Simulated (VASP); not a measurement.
For cubic SrO (rock salt), LDA (Ceperley-Alder, Perdew-Zunger), VASP's LDA PAW potentials (set 64) run with VASP 6.6.1 gives ε∞ = 3.90, a static ε₀ = 18.07 and a transverse optical mode at 219 cm⁻¹.

Q: Estimate the longitudinal optical frequency at Γ.

A: By the Lyddane-Sachs-Teller relation, ω_LO = ω_TO √(ε₀/ε∞) = 219 × √(18.07/3.90) = 471 cm⁻¹.

The compound is SrO in the rock salt structure. It was relaxed first.
